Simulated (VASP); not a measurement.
A run of VASP 6.6.1 is set up as follows.

Contents of POSCAR:

```
ZrB2
1.0
    3.1675246616      0.0000000000      0.0000000000
   -1.5837623308      2.7431568240      0.0000000000
    0.0000000000      0.0000000000      3.5523880600
Zr B
1 2
Direct
    0.0000000000      0.0000000000      0.0000000000
    0.3333333333      0.6666666667      0.5000000000
    0.6666666667      0.3333333333      0.5000000000
```

File INCAR.step1:

```
ALGO = Normal ; EDIFF = 1E-4
ENCUT = 520 ; GGA = PE
ISMEAR = -1 ; LASPH = T
LCHARG = F ; LREAL = F
LWAVE = T ; NBANDS = 16
NELM = 100 ; PREC = Accurate
SIGMA = 0.08
```

File INCAR.step2:

```
ALGO = Normal ; EDIFF = 1E-8
ENCUT = 520 ; ISIF = 2
ISMEAR = -1 ; ISTART = 1
LASPH = T ; LCHARG = F
LEFG = T ; LMIXTAU = T
LREAL = F ; LWAVE = F
METAGGA = R2SCAN ; NBANDS = 16
NELM = 100 ; PREC = Accurate
SIGMA = 0.08
```

The input KPOINTS:

```
k-points
0
Gamma
  15 15 12
```

Potentials or basis: VASP PAW PBE potentials, release 64 (Zr_sv, B).

Launch:

```console
$ cat potpaw_PBE.64/Zr_sv/POTCAR potpaw_PBE.64/B/POTCAR > POTCAR
$ cp INCAR.step1 INCAR
$ mpirun -np 1 vasp_std > vasp.out
$ cp INCAR.step2 INCAR
$ mpirun -np 1 vasp_std > vasp.out
```

Q: Estimate the band gap on the k mesh.

A: None (metal or under the smearing width).

Q: Estimate the pressure.

A: 0.0 GPa.

Electric field gradients, principal values (V/Å²):
```csv
atom,Vxx,Vyy,Vzz
1 Zr,-19.310,-19.311,38.621
2 B,-1.051,-1.051,2.101
3 B,-1.051,-1.051,2.101
```

Caveat: the PAW data sets were made with another functional, which shifts forces and pressure a little.
